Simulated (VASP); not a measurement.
A run of VASP 6.6.1:

INCAR

```
SYSTEM = Na5NiSO2
ALGO = Fast ; EDIFF = 1E-6
ENCUT = 520 ; GGA = PE
ISIF = 2 ; ISMEAR = -1
LASPH = .TRUE. ; LCHARG = .TRUE.
LELF = .TRUE. ; LREAL = .FALSE.
LVHAR = .TRUE. ; LWAVE = .FALSE.
NBANDS = 42 ; NELM = 100
PREC = Accurate ; SIGMA = 0.1
```

File KPOINTS:

```
Automatic mesh
0
Gamma
  3 4 3
  0.5 0.5 0
```

Contents of POSCAR:

```
Na5NiSO2
1.0
    5.9243150000     -0.5598800000     -0.2507720000
    0.9501950000      5.3098750000      0.9424550000
   -0.9830000000      0.5204620000      5.9991350000
O Na S Ni
2 5 1 1
Direct
    0.0412590000      0.2057050000      0.0962240000
    0.3773430000      0.5620120000      0.1100220000
    0.5073730000      0.2900450000      0.4936250000
    0.4342400000      0.9934030000      0.1179390000
    0.1769430000      0.4807900000      0.7551870000
    0.9656560000      0.9921940000      0.7750620000
    0.9948100000      0.5980770000      0.2296100000
    0.7266220000      0.7081390000      0.5168960000
    0.6735090000      0.3897610000      0.9329630000
```

Potentials or basis: VASP PAW PBE potentials, release 64 (O, Na_pv, S, Ni).

Run with:

```bash
$ cat potpaw_PBE.64/O/POTCAR potpaw_PBE.64/Na_pv/POTCAR potpaw_PBE.64/S/POTCAR potpaw_PBE.64/Ni/POTCAR > POTCAR
$ mpirun -np 1 vasp_std > vasp.out
```

Hardware: 1 thread of Intel(R) Xeon(R) Platinum 8559C (Emerald Rapids), on a shared host.

Estimate the wall time of this run.

Run time: 100 s on 1 thread of Intel(R) Xeon(R) Platinum 8559C (Emerald Rapids), with other jobs on the host, peak memory 0.37 GiB. Counts: scf iterations 20, k points 18.
